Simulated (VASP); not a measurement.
Input of a VASP 6.6.1 run:

File INCAR:

```
PREC     = Accurate       # precision mode
ENCUT    = 600            # plane-wave cutoff, eV
EDIFF    = 1E-7           # SCF threshold, eV
ISMEAR   = 1              # smearing method
SIGMA    = 0.1            # smearing width, eV
LREAL    = F              # projectors in reciprocal space
LASPH    = T              # aspherical terms in the spheres
NELM     = 80             # most SCF steps
ALGO     = Fast           # electronic algorithm
ISIF     = 4              # what is computed and relaxed
LWAVE    = F              # write WAVECAR
LCHARG   = F              # write CHGCAR
GGA      = PE             # functional
IBRION   = 2              # ionic algorithm
NSW      = 40             # ionic steps
EDIFFG   = -0.01          # ionic threshold
```

The input KPOINTS:

```
regular mesh
0
Gamma
  15 15 8
```

File POSCAR:

```
Ti                                      
1.0
    2.9173634081      0.0000000000      0.0000000000
   -1.4586817041      2.5265108236     -0.0000000000
    0.0000000000     -0.0000000000      4.6139099554
  Ti            
     2
Direct
     0.3333333332999970    0.6666666667000030    0.2500000000000000
     0.6666666667000030    0.3333333332999970    0.7500000000000000
```

Potentials or basis: VASP PAW PBE potentials, release 64 (Ti_sv).

The run is started by

```sh
$ cat potpaw_PBE.64/Ti_sv/POTCAR > POTCAR
$ mpirun -np 1 vasp_std > vasp.out
```

Problem. Estimate the band gap on the k mesh.

Solution. None (metal or under the smearing width).

Final structure:
```
Ti
1.0
     2.91736    0.00000    0.00000
    -1.45868    2.52651    0.00000
     0.00000    0.00000    4.61391
Ti
2
Cartesian
  0.0000 1.6843 1.1535
  1.4587 0.8422 3.4604
```

Caveat: the relaxation stopped at its first step, so nothing moved.
